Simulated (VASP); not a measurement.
Computed with PBE GGA with D4 dispersion, VASP's PBE PAW potentials (set 64) (plane waves; VASP).

A VASP calculation is set up with these files.

**POSCAR**
```
K
1
   -2.6514972325     2.6514972325     2.6514972325
    2.6514972325    -2.6514972325     2.6514972325
    2.6514972325     2.6514972325    -2.6514972325
K
1
Direct
  0.0000000000   0.0000000000   0.0000000000
```

**KPOINTS**
```
Automatic mesh
0
Gamma
10 10 10
0 0 0
```

INCAR:
```
# general
SYSTEM=K
PREC  =Accurate
ENCUT =520
LREAL =.FALSE.
LASPH =.TRUE.

# electronic loop
EDIFF =1E-7
NELM  =100
ALGO  =Normal

# smearing
ISMEAR=1
SIGMA =0.1

# functional
GGA   =PE
IVDW  =13

# ions
ISIF  =2

# output
LWAVE =.FALSE.
LCHARG=.FALSE.
```

POTCAR, in this order: K_sv (PBE.64 set). Program: vasp_std.

Output

OSZICAR:
```
       N       E                     dE             d eps       ncg     rms          rms(c)
DAV:   1     0.470824167567E+02    0.47082E+02   -0.36194E+03   752   0.852E+02
DAV:   2     0.446054144542E+00   -0.46636E+02   -0.46450E+02   752   0.214E+02
DAV:   3    -0.101296130005E+01   -0.14590E+01   -0.14581E+01  1208   0.356E+01
DAV:   4    -0.104298634496E+01   -0.30025E-01   -0.29731E-01  1144   0.420E+00
DAV:   5    -0.104338124135E+01   -0.39490E-03   -0.39465E-03  1248   0.311E-01    0.196E+00
DAV:   6    -0.104358778207E+01   -0.20654E-03   -0.13958E-03  1264   0.281E-01    0.121E+00
DAV:   7    -0.104402154029E+01   -0.43376E-03   -0.28007E-03  1160   0.407E-01    0.485E-02
DAV:   8    -0.104408322844E+01   -0.61688E-04   -0.11706E-04  1136   0.142E-01    0.227E-02
DAV:   9    -0.104409982780E+01   -0.16599E-04   -0.11999E-05  1144   0.373E-02    0.116E-02
DAV:  10    -0.104409832127E+01    0.15065E-05   -0.43898E-06  1200   0.198E-02    0.105E-03
DAV:  11    -0.104409825133E+01    0.69935E-07   -0.44038E-08  1000   0.199E-03
   1 F= -.11119539E+01 E0= -.11116076E+01  d E =-.103908E-02
```

OUTCAR:
```
------------------------ aborting loop because EDIFF is reached ----------------------------------------
  Edisp (eV):   -0.06786
  FORCE on cell =-STRESS in cart. coord.  units (eV):
  Direction    XX          YY          ZZ          XY          YZ          ZX
  --------------------------------------------------------------------------------------
  Total      -0.09305    -0.09305    -0.09305     0.00000     0.00000     0.00000
  in kB      -1.99927    -1.99927    -1.99927     0.00000     0.00000     0.00000
  external pressure =       -2.00 kB  Pullay stress =        0.00 kB
  volume of cell :       74.56
      direct lattice vectors                 reciprocal lattice vectors
    -2.651497233  2.651497233  2.651497233     0.000000000  0.188572703  0.188572703
     2.651497233 -2.651497233  2.651497233     0.188572703  0.000000000  0.188572703
     2.651497233  2.651497233 -2.651497233     0.188572703  0.188572703  0.000000000
 POSITION                                       TOTAL-FORCE (eV/Angst)
 -----------------------------------------------------------------------------------
      0.00000      0.00000      0.00000        -0.000000      0.000000     -0.000000
 -----------------------------------------------------------------------------------
    total drift:                               -0.000000     -0.000000      0.000000
  FREE ENERGIE OF THE ION-ELECTRON SYSTEM (eV)
  ---------------------------------------------------
  free  energy   TOTEN  =        -1.1119539104 eV

  energy  without entropy=       -1.1109148330  energy(sigma->0) =       -1.11160755
```
(Selected blocks of OUTCAR.)

The compound is K in the bcc structure. This cell is one point of a volume scan, at 1.06 of the reference volume.
